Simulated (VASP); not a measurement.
# Lattice of TiSi2 (Zhiqinite) across functionals and dispersion corrections, part 2 of 3

How close do the usual functionals, with and without dispersion, come to the cell of TiSi2 (Zhiqinite)? The start is a cell from a database of measured crystal structures.

VASP 6.6.1, plane waves and PAW; the level of theory is named at each step.

Still holding for the runs below: The k-mesh is coarse for a metal.

So far. Step 2 (Relaxation with LDA): It ends with a largest force of 0.001 eV/Å and a pressure of 0.01 GPa. The volume lies -2.7 % from that of the database's start, part of which can be the thermal and zero-point expansion of its experiment. The conventional cell has a = 4.742, b = 8.156 and c = 8.429 Å.

The database entry behind the starting cell is an old determination (1939), so it need not match the best structure at ambient conditions.

### 3. Relaxation with PBEsol

This step: PBEsol; plane waves and PAW (Ti_sv, Si) (VASP 6.6.1).

PBEsol restores the gradient expansion of exchange and is tuned for the cells of solids.

INCAR

```
SYSTEM = TiSi2
PREC = Accurate
ENCUT = 520
EDIFF = 1E-06
NELM = 100
ISMEAR = -1
SIGMA = 0.05
LREAL = .FALSE.
ALGO = Normal
GGA = PS
NBANDS = 26
LASPH = .TRUE.
LORBIT = 11
LWAVE = .FALSE.
LCHARG = .FALSE.
KPAR = 4
IBRION = 2
NSW = 60
ISIF = 3
EDIFFG = -0.01
```

POSCAR

```
TiSi2
1.0
    0.0000000000      4.1180000000      4.2615000000
    2.3865000000      0.0000000000      4.2615000000
    2.3865000000      4.1180000000      0.0000000000
Ti Si
2 4
Direct
    0.7500000000      0.7500000000      0.7500000000
    0.5000000000      0.5000000000      0.5000000000
    0.0830000000      0.4170000000      0.0830000000
    0.4170000000      0.0830000000      0.4170000000
    0.1670000000      0.8330000000      0.1670000000
    0.8330000000      0.1670000000      0.8330000000
```

KPOINTS

```
Automatic mesh
0
Gamma
6 6 6
0 0 0
```

Potentials, in the order of the species: Ti_sv and Si (PBE family, release 64).

Run with:

```
$ mpirun -np 4 vasp_std
```

The program printed:

```text
[banner, memory and clock lines left out]
running    4 mpi-ranks, on    1 nodes
 distrk:  each k-point on    1 cores,    4 groups
 distr:  one band on    1 cores,    1 groups

 POSCAR found type information on POSCAR TiSi
 POSCAR found :  2 types and       6 ions
 [... a notice as in an earlier step ...]

 LDA part: xc-table for (Slater+PW92), standard interpolation
 POSCAR, INCAR and KPOINTS ok, starting setup
 FFT: planning ... GRIDC
 FFT: planning ... GRID_SOFT
 FFT: planning ... GRID
 WAVECAR not read
 entering main loop
       N       E                     dE             d eps       ncg     rms          rms(c)
DAV:   1     0.386798565382E+03    0.38680E+03   -0.19182E+04  2392   0.164E+03
DAV:   2     0.153113745038E+01   -0.38527E+03   -0.37869E+03  2396   0.466E+02
DAV:   3    -0.438618121401E+02   -0.45393E+02   -0.44411E+02  4158   0.131E+02
DAV:   4    -0.471806483571E+02   -0.33188E+01   -0.33061E+01  3352   0.329E+01
DAV:   5    -0.473871166555E+02   -0.20647E+00   -0.20642E+00  3724   0.697E+00    0.194E+01
DAV:   6    -0.443071338136E+02    0.30800E+01   -0.37864E+01  3480   0.453E+01    0.676E+00
DAV:   7    -0.437833440665E+02    0.52379E+00   -0.71744E+00  3266   0.196E+01    0.515E+00
DAV:   8    -0.437065159617E+02    0.76828E-01   -0.75600E-01  3326   0.688E+00    0.100E+00
DAV:   9    -0.436997023337E+02    0.68136E-02   -0.11679E-01  3400   0.289E+00    0.497E-01
DAV:  10    -0.437002628949E+02   -0.56056E-03   -0.43014E-03  3140   0.537E-01    0.177E-01
DAV:  11    -0.437002518581E+02    0.11037E-04   -0.27685E-03  3870   0.393E-01    0.117E-01
DAV:  12    -0.437002105110E+02    0.41347E-04   -0.76082E-04  3444   0.215E-01    0.174E-02
DAV:  13    -0.437002062565E+02    0.42545E-05   -0.53691E-05  3296   0.651E-02    0.139E-02
DAV:  14    -0.437002053433E+02    0.91321E-06   -0.34410E-06  3052   0.157E-02
   1 F= -.43700205E+02 E0= -.43693009E+02  d E =-.437002E+02
 curvature:   0.00 expect dE= 0.000E+00 dE for cont linesearch  0.000E+00
 trial: gam= 0.00000 g(F)=  0.376E-02 g(S)=  0.211E-01 ort = 0.000E+00 (trialstep = 0.100E+01)
 search vector abs. value=  0.249E-01
 bond charge predicted
       N       E                     dE             d eps       ncg     rms          rms(c)
DAV:   1    -0.438766127753E+02   -0.17641E+00   -0.41228E+00  3760   0.225E+01    0.379E+00
DAV:   2    -0.437356139045E+02    0.14100E+00   -0.16578E+00  3642   0.110E+01    0.108E+00
DAV:   3    -0.437027743158E+02    0.32840E-01   -0.26935E-01  3322   0.351E+00    0.511E-01
DAV:   4    -0.437011001049E+02    0.16742E-02   -0.36728E-02  3994   0.133E+00    0.237E-01
DAV:   5    -0.437028838082E+02   -0.17837E-02   -0.44106E-03  3332   0.454E-01    0.100E-01
DAV:   6    -0.437039760528E+02   -0.10922E-02   -0.29077E-03  3668   0.191E-01    0.654E-02
DAV:   7    -0.437040693208E+02   -0.93268E-04   -0.24153E-04  3556   0.977E-02    0.121E-02
DAV:   8    -0.437040687041E+02    0.61669E-06   -0.15717E-05  3198   0.249E-02    0.139E-02
DAV:   9    -0.437040719861E+02   -0.32820E-05   -0.69946E-06  3156   0.207E-02    0.355E-03
DAV:  10    -0.437040720444E+02   -0.58276E-07   -0.57718E-07  1722   0.518E-03
   2 F= -.43704072E+02 E0= -.43697203E+02  d E =-.386670E-02
[... from here on, the cycles between the ionic steps are left out ...]
   3 F= -.43707719E+02 E0= -.43700720E+02  d E =-.751360E-02
   4 F= -.43710030E+02 E0= -.43702998E+02  d E =-.231112E-02
   5 F= -.43710688E+02 E0= -.43703609E+02  d E =-.296907E-02
   6 F= -.43711602E+02 E0= -.43704397E+02  d E =-.913873E-03
   7 F= -.43711603E+02 E0= -.43704403E+02  d E =-.914544E-03
   8 F= -.43711603E+02 E0= -.43704402E+02  d E =-.914775E-03
   9 F= -.43711613E+02 E0= -.43704413E+02  d E =-.104315E-04
 trial-energy change:   -0.000010  1 .order   -0.000015   -0.000093    0.000063
 step:   0.6025(harm=  0.6516)  dis= 0.00009  next Energy=   -43.711628 (dE=-0.250E-04)
 bond charge predicted
       N       E                     dE             d eps       ncg     rms          rms(c)
DAV:   1    -0.437117518279E+02   -0.13902E-03   -0.32037E-03  3546   0.638E-01    0.997E-02
DAV:   2    -0.437116535530E+02    0.98275E-04   -0.11552E-03  3628   0.295E-01    0.304E-02
DAV:   3    -0.437116293852E+02    0.24168E-04   -0.19277E-04  3514   0.914E-02    0.144E-02
DAV:   4    -0.437116269186E+02    0.24666E-05   -0.25223E-05  4096   0.356E-02    0.624E-03
DAV:   5    -0.437116275050E+02   -0.58642E-06   -0.30173E-06  2402   0.116E-02
  10 F= -.43711628E+02 E0= -.43704427E+02  d E =-.247203E-04
 curvature:  -0.32 expect dE=-0.448E-05 dE for cont linesearch -0.934E-06
 trial: gam= 0.00000 g(F)=  0.724E-06 g(S)=  0.132E-04 ort =-0.158E-04 (trialstep = 0.994E+00)
 search vector abs. value=  0.139E-04
 reached required accuracy - stopping structural energy minimisation
```

The job ended after 1.8 min (4 MPI ranks of Intel Xeon 6975P-C (Granite Rapids), shared host; peak memory 1.2 GiB).

OUTCAR, selected parts (step 3):

```text
 Found     46 irreducible k-points:

   NELECT =      40.0000    total number of electrons

 E-fermi :  10.3145

 k-point     1 :       0.0000    0.0000    0.0000
  band No.  band energies     occupation
    ...
     17       7.9742      2.00000
     18       8.2341      2.00000
     19       8.4888      2.00000
     20       8.8353      2.00000
     21       9.3112      2.00000
     22      12.3407      0.00000
     23      13.4303      0.00000
     24      13.7001      0.00000
     25      13.7005      0.00000
     26      13.7607      0.00000

 k-point     2 :       0.1667    0.0000    0.0000
  band No.  band energies     occupation
    ...
     17       8.1765      2.00000
     18       8.2947      2.00000
     19       8.9634      2.00000
     20       9.1179      2.00000
     21       9.3777      2.00000
     22      12.0493      0.00000
     23      13.1830      0.00000
     24      13.2705      0.00000
     25      13.4438      0.00000
     26      13.5887      0.00000

  Total        0.0165255      0.0110337      0.0352898      0.0000000      0.0000000      0.0000000
  in kB        0.3195759      0.2133740      0.6824470      0.0000000      0.0000000      0.0000000
  external PRESSURE =       0.4051323 kB  Pullay stress =       0.0000000 kB

  energy-cutoff  :      520.00
  volume of cell :       82.85
      direct lattice vectors                 reciprocal lattice vectors
     0.000000000  4.099019478  4.240053087    -0.209778042  0.121980391  0.117923052
     2.383471575  0.000000000  4.240053087     0.209778042 -0.121980391  0.117923052
     2.383471575  4.099019478  0.000000000     0.209778042  0.121980391 -0.117923052

 POSITION                                       TOTAL-FORCE (eV/Angst)
 -----------------------------------------------------------------------------------
      3.57521      6.14853      6.36008         0.000000      0.000000      0.000000
      2.38347      4.09902      4.24005        -0.000000      0.000000     -0.000000
      1.19174      0.70105      2.12003         0.000000     -0.001937     -0.000000
      1.19174      3.39797      2.12003         0.000000      0.001937     -0.000000
      2.38347      1.34846      4.24005        -0.000000      0.001937      0.000000
      2.38347      6.84958      4.24005        -0.000000     -0.001937      0.000000
 -----------------------------------------------------------------------------------
    total drift:                                0.000000     -0.000000      0.000000

  FREE ENERGIE OF THE ION-ELECTRON SYSTEM (eV)
  ---------------------------------------------------
  free  energy   TOTEN  =       -43.7116275050 eV

  energy  without entropy=      -43.6972256210  energy(sigma->0) =      -43.70442656

 total charge
# of ion       s       p       d       tot
------------------------------------------
    1        2.179   6.174   2.088  10.440
    2        2.179   6.174   2.088  10.440
    3        0.770   0.867   0.000   1.638
    4        0.770   0.867   0.000   1.638
    5        0.770   0.867   0.000   1.638
    6        0.770   0.867   0.000   1.638
--------------------------------------------------
tot          7.439  15.816   4.175  27.431

[... 9 parts as in an earlier step ...]

[... 5 further parts left out ...]
```

The PAW data sets were made with PBE, which is usual practice but a small mismatch for other functionals.

The steps of the relaxation:

```tsv
step	energy less that of the first step (eV)	largest force (eV/Å)	pressure (GPa)	volume (Å³)
1	0.0000	0.1396	-1.64	83.76
2	-0.0039	0.0887	1.65	82.04
3	-0.0075	0.1103	0.30	82.74
4	-0.0098	0.0707	0.17	82.78
5	-0.0105	0.0312	0.06	82.81
6	-0.0114	0.0041	-0.07	82.91
7	-0.0114	0.0023	-0.08	82.90
8	-0.0114	0.0028	-0.09	82.90
9	-0.0114	0.0011	0.08	82.81
10	-0.0114	0.0019	0.04	82.85
```

```tsv
conventional cell, symmetrised	before	after	change
a (Å)	4.773	4.767	-0.1 %
b (Å)	8.236	8.198	-0.5 %
c (Å)	8.523	8.480	-0.5 %
volume (Å³/atom)	13.96	13.81	-1.1 %
```

The atoms that moved most (Å, as changes of fractional coordinates times the final cell):

```tsv
atom	dx	dy	dz	length
Si4	0.000	-0.021	0.000	0.021
Si5	0.000	-0.021	0.000	0.021
Si6	0.000	0.021	0.000	0.021
Si3	0.000	0.021	0.000	0.021
```

The relaxed structure:

```
Ti Si
1.0
     0.00000    4.09902    4.24005
     2.38347    0.00000    4.24005
     2.38347    4.09902    0.00000
Ti Si
2 4
Direct
  0.75000 0.75000 0.75000
  0.50000 0.50000 0.50000
  0.08551 0.41449 0.08551
  0.41449 0.08551 0.41449
  0.16449 0.83551 0.16449
  0.83551 0.16449 0.83551
```

Numbers from this step:

```
free energy (TOTEN)             : -43.71 eV
energy at zero smearing         : -43.70 eV
Fermi energy                    : 10.31 eV
pressure                        : 0.04051 GPa
SCF cycles over all ionic steps : 66
```

It ends at 13.81 Å³/atom, -1.1 % from the start, with 0.04 GPa left. The conventional cell has a = 4.767, b = 8.198 and c = 8.480 Å.

### 4. Relaxation with PBE

This step: PBE; plane waves and PAW (Ti_sv, Si) (VASP 6.6.1).

PBE, the usual starting point, adds the gradient of the density.

Changes to INCAR since step 3:

```diff
@@ -9,3 +9,3 @@
 ALGO = Normal
-GGA = PS
+GGA = PE
 NBANDS = 26
```

POSCAR is that of step 3.

KPOINTS is that of step 3.

Run with:

```
$ mpirun -np 4 vasp_std
```

The program printed:

```text
[banner, memory and clock lines left out]
running    4 mpi-ranks, on    1 nodes
[...]
LDA part: xc-table for (Slater+PW92), standard interpolation
 POSCAR, INCAR and KPOINTS ok, starting setup
[...]
entering main loop
       N       E                     dE             d eps       ncg     rms          rms(c)
DAV:   1     0.390452118033E+03    0.39045E+03   -0.19212E+04  2392   0.164E+03
DAV:   2     0.498791795778E+01   -0.38546E+03   -0.37884E+03  2398   0.466E+02
DAV:   3    -0.406641634430E+02   -0.45652E+02   -0.44695E+02  4152   0.131E+02
DAV:   4    -0.440436444215E+02   -0.33795E+01   -0.33669E+01  3376   0.331E+01
[...]
DAV:  12    -0.407161542498E+02    0.42238E-04   -0.70599E-04  3464   0.204E-01    0.149E-02
DAV:  13    -0.407161509416E+02    0.33082E-05   -0.36789E-05  3270   0.543E-02    0.136E-02
DAV:  14    -0.407161500086E+02    0.93294E-06   -0.29821E-06  2970   0.153E-02
   1 F= -.40716150E+02 E0= -.40708909E+02  d E =-.407162E+02
[... from here on, the cycles between the ionic steps are left out ...]
   2 F= -.40725406E+02 E0= -.40717929E+02  d E =-.925643E-02
   3 F= -.40729330E+02 E0= -.40721939E+02  d E =-.131800E-01
   4 F= -.40732328E+02 E0= -.40724936E+02  d E =-.299789E-02
   5 F= -.40732589E+02 E0= -.40725192E+02  d E =-.325885E-02
   6 F= -.40734531E+02 E0= -.40727009E+02  d E =-.194221E-02
   7 F= -.40734769E+02 E0= -.40727188E+02  d E =-.217980E-02
   8 F= -.40734858E+02 E0= -.40727235E+02  d E =-.894885E-04
 trial-energy change:   -0.000089  1 .order   -0.000080   -0.000225    0.000065
 step:   0.8872(harm=  0.8545)  dis= 0.00060  next Energy=   -40.734864 (dE=-0.957E-04)
 reached required accuracy - stopping structural energy minimisation
```

Run time: 96 s. Hardware: 4 MPI ranks; peak memory 1.2 GiB.

OUTCAR, selected parts (step 4):

```text
  Total        0.0388315     -0.0257856      0.0073509      0.0000000      0.0000000      0.0000000
  in kB        0.7313116     -0.4856184      0.1384390      0.0000000      0.0000000      0.0000000
  external PRESSURE =       0.1280440 kB  Pullay stress =       0.0000000 kB

 POSITION                                       TOTAL-FORCE (eV/Angst)
 -----------------------------------------------------------------------------------
      3.60740      6.21269      6.40562        -0.000000      0.000000     -0.000000
      2.40494      4.14179      4.27042         0.000000      0.000000      0.000000
      1.20247      0.71334      2.13521         0.000000     -0.000996     -0.000000
      1.20247      3.42845      2.13521         0.000000      0.000996     -0.000000
      2.40494      1.35755      4.27042        -0.000000      0.000996     -0.000000
      2.40494      6.92603      4.27042        -0.000000     -0.000996     -0.000000
 -----------------------------------------------------------------------------------
    total drift:                               -0.000000     -0.000000     -0.000000

  FREE ENERGIE OF THE ION-ELECTRON SYSTEM (eV)
  ---------------------------------------------------
  free  energy   TOTEN  =       -40.7348580937 eV

  energy  without entropy=      -40.7196122673  energy(sigma->0) =      -40.72723518

[... 2 parts as in an earlier step ...]

[... 2 further parts left out ...]
[key lines of the parts left out:]
E-fermi :  10.0818
```

Step by step:

```tsv
step	energy less that of the first step (eV)	largest force (eV/Å)	pressure (GPa)	volume (Å³)
1	0.0000	0.1690	2.23	83.76
2	-0.0093	0.1029	-1.75	86.14
3	-0.0132	0.1254	-0.39	85.28
4	-0.0162	0.0801	-0.08	85.16
5	-0.0164	0.0626	0.04	85.12
6	-0.0184	0.0227	0.00	85.08
7	-0.0186	0.0024	0.01	85.07
8	-0.0187	0.0010	0.01	85.07
```

```tsv
conventional cell, symmetrised	before	after	change
a (Å)	4.773	4.810	+0.8 %
b (Å)	8.236	8.284	+0.6 %
c (Å)	8.523	8.541	+0.2 %
volume (Å³/atom)	13.96	14.18	+1.6 %
```

The atoms that moved most (Å, as changes of fractional coordinates times the final cell):

```tsv
atom	dx	dy	dz	length
Si5	0.000	-0.026	0.000	0.026
Si4	0.000	-0.026	0.000	0.026
Si6	0.000	0.026	0.000	0.026
Si3	0.000	0.026	0.000	0.026
```

The relaxed structure:

```
Ti Si
1.0
     0.00000    4.14179    4.27042
     2.40494    0.00000    4.27042
     2.40494    4.14179    0.00000
Ti Si
2 4
Direct
  0.75000 0.75000 0.75000
  0.50000 0.50000 0.50000
  0.08612 0.41388 0.08612
  0.41388 0.08612 0.41388
  0.16388 0.83612 0.16388
  0.83612 0.16388 0.83612
```

It ends at 14.18 Å³/atom, +1.6 % from the start, with 0.01 GPa left. The conventional cell has a = 4.810, b = 8.284 and c = 8.541 Å.

### 5. Relaxation with r2SCAN

This step: r2SCAN; plane waves and PAW (Ti_sv, Si) (VASP 6.6.1).

r2SCAN adds the kinetic-energy density, costs more than a GGA and is run with LASPH.

Changes to INCAR since step 4:

```diff
@@ -9,5 +9,5 @@
 ALGO = Normal
-GGA = PE
+METAGGA = R2SCAN
+LASPH = .TRUE.
 NBANDS = 26
-LASPH = .TRUE.
 LORBIT = 11
```

POSCAR is that of step 4.

KPOINTS is that of step 4.

Run with:

```
$ mpirun -np 4 vasp_std
```

The program printed:

```text
[banner, memory and clock lines left out]
running    4 mpi-ranks, on    1 nodes
[...]
[... a notice as in an earlier step ...]

 LDA part: xc-table for (None), standard interpolation
 POSCAR, INCAR and KPOINTS ok, starting setup
[...]
entering main loop
       N       E                     dE             d eps       ncg     rms          rms(c)
DAV:   1     0.379129064544E+03    0.37913E+03   -0.19833E+04  2392   0.169E+03
DAV:   2    -0.227245908240E+02   -0.40185E+03   -0.39513E+03  2396   0.484E+02
DAV:   3    -0.710716420192E+02   -0.48347E+02   -0.47315E+02  4268   0.137E+02
DAV:   4    -0.748621293890E+02   -0.37905E+01   -0.37731E+01  3336   0.356E+01
[...]
DAV:  13    -0.641335527769E+02   -0.41318E-05   -0.15889E-05  3494   0.249E-02    0.630E-03
DAV:  14    -0.641335542336E+02   -0.14567E-05   -0.28521E-06  2780   0.119E-02    0.216E-03
DAV:  15    -0.641335546541E+02   -0.42048E-06   -0.40303E-07  1718   0.522E-03
   1 F= -.64133555E+02 E0= -.64126630E+02  d E =-.641336E+02
[... from here on, the cycles between the ionic steps are left out ...]
   2 F= -.64142269E+02 E0= -.64135333E+02  d E =-.871461E-02
   3 F= -.64142326E+02 E0= -.64135386E+02  d E =-.877115E-02
   4 F= -.64146529E+02 E0= -.64139483E+02  d E =-.420282E-02
   5 F= -.64147345E+02 E0= -.64140241E+02  d E =-.501939E-02
   6 F= -.64147650E+02 E0= -.64140537E+02  d E =-.304558E-03
   7 F= -.64148316E+02 E0= -.64141200E+02  d E =-.970802E-03
   8 F= -.64148354E+02 E0= -.64141211E+02  d E =-.382036E-04
 trial-energy change:   -0.000038  1 .order   -0.000041   -0.000128    0.000046
 step:   0.7782(harm=  0.7782)  dis= 0.00018  next Energy=   -64.148363 (dE=-0.468E-04)
 reached required accuracy - stopping structural energy minimisation
```

It took 4.9 min on 4 MPI ranks; peak memory 1.2 GiB; 17 min of CPU time.

From OUTCAR (step 5):

```text
  Total        0.0045114     -0.0473577     -0.0023118      0.0000000      0.0000000      0.0000000
  in kB        0.0860208     -0.9029988     -0.0440815      0.0000000      0.0000000      0.0000000
  external PRESSURE =      -0.2870198 kB  Pullay stress =       0.0000000 kB

 POSITION                                       TOTAL-FORCE (eV/Angst)
 -----------------------------------------------------------------------------------
      3.59125      6.19187      6.37661         0.000000      0.000000      0.000000
      2.39417      4.12792      4.25108        -0.000000     -0.000000     -0.000000
      1.19708      0.71619      2.12554        -0.000000     -0.001174     -0.000000
      1.19708      3.41173      2.12554        -0.000000      0.001174     -0.000000
      2.39417      1.34777      4.25108         0.000000      0.001174      0.000000
      2.39417      6.90806      4.25108         0.000000     -0.001174      0.000000
 -----------------------------------------------------------------------------------
    total drift:                               -0.000000     -0.000000     -0.000000

  FREE ENERGIE OF THE ION-ELECTRON SYSTEM (eV)
  ---------------------------------------------------
  free  energy   TOTEN  =       -64.1483542035 eV

  energy  without entropy=      -64.1340686837  energy(sigma->0) =      -64.14121144

[... 2 parts as in an earlier step ...]

[... 2 further parts left out ...]
[key lines of the parts left out:]
E-fermi :  10.2769
```

Step by step:

```tsv
step	energy less that of the first step (eV)	largest force (eV/Å)	pressure (GPa)	volume (Å³)
1	0.0000	0.2055	0.27	83.76
2	-0.0087	0.1253	0.04	84.04
3	-0.0088	0.1188	0.02	84.07
4	-0.0130	0.0630	-0.31	84.19
5	-0.0138	0.0221	-0.53	84.28
6	-0.0141	0.0256	0.53	83.71
7	-0.0148	0.0036	0.05	83.97
8	-0.0148	0.0012	-0.03	84.03
```

```tsv
conventional cell, symmetrised	before	after	change
a (Å)	4.773	4.788	+0.3 %
b (Å)	8.236	8.256	+0.2 %
c (Å)	8.523	8.502	-0.2 %
volume (Å³/atom)	13.96	14.00	+0.3 %
```

The atoms that moved most (Å, as changes of fractional coordinates times the final cell):

```tsv
atom	dx	dy	dz	length
Si6	0.000	0.031	0.000	0.031
Si5	0.000	-0.031	0.000	0.031
Si3	0.000	0.031	0.000	0.031
Si4	0.000	-0.031	0.000	0.031
```

Final coordinates:

```
Ti Si
1.0
     0.00000    4.12792    4.25108
     2.39417    0.00000    4.25108
     2.39417    4.12792    0.00000
Ti Si
2 4
Direct
  0.75000 0.75000 0.75000
  0.50000 0.50000 0.50000
  0.08675 0.41325 0.08675
  0.41325 0.08675 0.41325
  0.16325 0.83675 0.16325
  0.83675 0.16325 0.83675
```

It ends at 14.00 Å³/atom, +0.3 % from the start, with -0.03 GPa left. The conventional cell has a = 4.788, b = 8.256 and c = 8.502 Å.

[end of part 2 of 3]

[Lines on the potential files, build, host, timing and source positions are cut from VASP's logs without a mark.]

[Logs are printed without paths, hosts, clocks, repeated set-up lines and the standing remarks that a program may print on its own settings, such as how far it seeks lower states.]

[Hosts, paths, dates, database ids (printed as entryN), source tags and the programs' standing remarks are cut or masked in the printed files.]

[A measured line is paired with the nearest computed mode of its activity, which favours agreement.]

[In band tables of VASP the shares of atoms and orbitals are scaled to a sum of 1 inside the atoms' spheres.]
